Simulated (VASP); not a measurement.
Data:

```
PtTe2
1.0
    3.96728     0.00000     0.00000
   -1.98364     3.43577     0.00000
    0.00000     0.00000    18.93033
Te Pt
2 1
Direct
  0.66667   0.33333   0.42565
  0.33333   0.66667   0.57435
  0.00000   0.00000   0.50000
```

Calculation: PBE GGA with D3 dispersion (Becke-Johnson damping), VASP's PBE PAW potentials (set 64) (plane waves; VASP). Settings: PREC = Normal, 400 eV cut-off, 12×12×1 Γ-centred mesh, first-order Methfessel-Paxton smearing of 0.10 eV, potentials Te Pt.

Task: Estimate the energy per atom (σ→0).

Result: 
```yaml
energy per atom (σ→0): -4.839 eV/atom
```

Total energies compare only between runs with the same potentials, cut-off and functional.

The cell is a sheet with vacuum, built from PtTe2 (1T layered).
